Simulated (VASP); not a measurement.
Input:

```xyz
2
Lattice="0.0000 3.0448 3.0448 3.0448 0.0000 3.0448 3.0448 3.0448 0.0000" Properties=species:S:1:pos:R:3 pbc="T T T"
In     0.0000     0.0000     0.0000
As     1.5224     1.5224     1.5224
```

The numbers are results of PBEsol GGA, VASP's PBE PAW potentials (set 64) (plane waves; VASP), not measurements. Numerical set-up: 400 eV cut-off, 12×12×12 Γ-centred mesh, tetrahedra with Blöchl corrections, potentials In_d As.

Unless said otherwise, spin-orbit coupling is left out, though it shifts the bands of the heavy elements here.

Problem. Tabulate the total density of states (states/eV per cell) against energy (eV; zero at the valence-band maximum or, without a gap, the Fermi level).

Solution. 
```
E (eV)  DOS (states/eV)
------  ---------------
-9.98              2.05
-9.62              0.00
-9.26              0.00
-8.90              0.00
-8.66              0.00
-8.30              0.00
-7.94              0.00
-7.58              0.00
-7.22              0.00
-6.86              0.00
-6.50              0.00
-6.14              0.00
-5.90              0.00
-5.54              3.74
-5.18              0.98
-4.82              0.57
-4.46              0.38
-4.10              0.29
-3.74              0.20
-3.38              0.16
-3.14              1.19
-2.78              1.37
-2.42              1.51
-2.06              1.84
-1.70              1.72
-1.34              1.65
-0.98              1.42
-0.62              0.65
-0.38              0.41
-0.02              0.02
0.34               0.00
0.70               0.01
1.06               0.12
1.42               0.43
1.78               0.82
2.14               1.60
2.38               2.16
2.74               1.24
3.10               0.91
3.46               0.77
```
Within 2 eV below the Fermi level the largest weight inside VASP's projection spheres is As p, then In p.

The structure was generated: InAs was put into the zinc blende type (F-43m), which need not be its known phase. It was relaxed first.
